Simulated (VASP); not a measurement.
Data:

```yaml
crystal:
  lattice:
    - [1.58148, 0.91307, 6.43867]
    - [-1.58148, 0.91307, 6.43867]
    - [0.00000, -1.82614, 6.43867]
  atoms:
    - { symbol: Mo, position: [0.99978, 0.99978, 0.99978] }
    - { symbol: S, position: [0.41294, 0.41294, 0.41294] }
    - { symbol: S, position: [0.25330, 0.25330, 0.25330] }
```

Calculation: PBE GGA, VASP's PBE PAW potentials (set 64) (plane waves; VASP 6.6.1). Run with 300 eV cut-off, 10×10×10 Γ-centred mesh, Gaussian smearing of 0.010 eV, potentials Mo_sv S.

At this cut-off the stress carries a Pulay error, which pulls relaxed volumes low.

Question: Which forces act on the atoms, in eV/Å?

Answer: 
| atom | Fx | Fy | Fz |
|---|---|---|---|
| Mo1 | 0.000 | 0.000 | -0.001 |
| S2 | 0.000 | 0.000 | 0.494 |
| S3 | 0.000 | 0.000 | -0.493 |

Question: Give the stress tensor in GPa (positive for a compressed cell).

Answer: 
```
3.27  0.00  0.00
0.00  3.27  0.00
0.00  0.00  4.97
```
The pressure is its mean diagonal, 3.83 GPa.

The structure comes from a computed database's MoS2 entry; how it stands against other phases isn't given here. The cell was not relaxed at this level.
